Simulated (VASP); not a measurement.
Cs (bcc): the lattice constant a from VASP (plane waves, PAW) at several levels of theory. Static lattice.

```json
[
 {"level": "LDA", "lattice constant a (Å)": "5.774", "error against measurement": "-4.4 %"},
 {"level": "PBE", "lattice constant a (Å)": "6.162", "error against measurement": "+2.0 %"},
 {"level": "PBEsol", "lattice constant a (Å)": "6.016", "error against measurement": "-0.4 %"},
 {"level": "r2SCAN", "lattice constant a (Å)": "6.287", "error against measurement": "+4.1 %"}
]
```

Measured: 6.039 Å at 0 K (as given by Gábor I. Csonka et al., Physical Review B (2009), arXiv:0903.4037; low-temperature or extrapolated to 0 K; zero-point anharmonic expansion removed).

The cell of the LDA run:

Space group Im-3m (No. 229); a = b = c = 5.7737 Å, α = β = γ = 90.00°

```json
[
 {"atom": "Cs", "site": "2a", "symmetry": "m-3m", "x": "0.0000", "y": "0.0000", "z": "0.0000"}
]
```
(The calculation used a cell of 1 atom; values per cell refer to that cell.)

Only levels that ran to the end are used. Left out are those held back, those with too coarse a band path, GW runs whose mesh misses a band edge, hybrids' fits of cells that aren't cubic and levels without matching references; a question may draw on a part of the rest.

The compound is Cs in the bcc structure.
